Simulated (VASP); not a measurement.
Input for VASP

KPOINTS:
```
Automatic mesh
0
Gamma
10 10 2
0 0 0
```

POSCAR:
```
BN
2.6063950
  1.0000000000   0.0000000000   0.0000000000
 -0.5000001918   0.8660256791   0.0000000000
  0.0000000000   0.0000000000   4.9069588455
B N
6 6
Direct
  0.0000000000   0.0000000000   0.0000000000
  0.0000000000   0.0000000000   0.5000000000
  0.6666670000   0.3333330000   0.8332500000
  0.3333330000   0.6666670000   0.3332500000
  0.6666670000   0.3333330000   0.1665000000
  0.3333330000   0.6666670000   0.6665000000
  0.0000000000   0.0000000000   0.8746000000
  0.0000000000   0.0000000000   0.3746000000
  0.6666670000   0.3333330000   0.7078500000
  0.3333330000   0.6666670000   0.2078500000
  0.6666670000   0.3333330000   0.0415000000
  0.3333330000   0.6666670000   0.5415000000
```

### INCAR
```
! general
SYSTEM = BN
PREC   = Accurate
ENCUT  = 400   ! plane-wave cut-off (eV)
LREAL  = .FALSE.   ! projection in real space or not
LASPH  = .TRUE.

! electronic loop
EDIFF  = 1E-6
NELM   = 100
ALGO   = Normal   ! blocked Davidson

! smearing
ISMEAR = 1   ! Methfessel-Paxton
SIGMA  = 0.05

! functional
GGA    = PE

! ions
ISIF   = 2

! output
LWAVE  = .FALSE.
LCHARG = .FALSE.
```

POTCAR, in this order: B N (PBE.64 set). Program: vasp_std.

Write an equivalent input for Quantum ESPRESSO's pw.x.

One equivalent input (not run):
```
&CONTROL
  calculation = 'scf'
  pseudo_dir = './pseudo'
  outdir = './out'
  tprnfor = .true.
  tstress = .true.
/
&SYSTEM
  ibrav = 0
  nat = 12
  ntyp = 2
  ecutwfc = 84
  occupations = 'smearing'
  smearing = 'methfessel-paxton'
  degauss = 0.003675
  input_dft = 'pbe'
/
&ELECTRONS
  conv_thr = 7.3e-08
  electron_maxstep = 100
/
ATOMIC_SPECIES
  B 10.810 B.upf
  N 14.007 N.upf
CELL_PARAMETERS angstrom
     2.6063950    0.0000000    0.0000000
    -1.3031980    2.2572050    0.0000000
     0.0000000    0.0000000   12.7894730
ATOMIC_POSITIONS crystal
  B    0.0000000  0.0000000  0.0000000
  B    0.0000000  0.0000000  0.5000000
  B    0.6666670  0.3333330  0.8332500
  B    0.3333330  0.6666670  0.3332500
  B    0.6666670  0.3333330  0.1665000
  B    0.3333330  0.6666670  0.6665000
  N    0.0000000  0.0000000  0.8746000
  N    0.0000000  0.0000000  0.3746000
  N    0.6666670  0.3333330  0.7078500
  N    0.3333330  0.6666670  0.2078500
  N    0.6666670  0.3333330  0.0415000
  N    0.3333330  0.6666670  0.5415000
K_POINTS automatic
  10 10 2 0 0 0
```
What does not carry over: the potentials are each code's own (VASP's PAW set, PseudoDojo norm-conserving files in pw.x), so ENCUT and ecutwfc are chosen apart and not converted; conv_thr bounds pw.x's estimated SCF error, while EDIFF bounds the energy change between steps.

The structure was generated: BN was put into an ordered model structure, which need not be its known phase. The cell was not relaxed at this level.
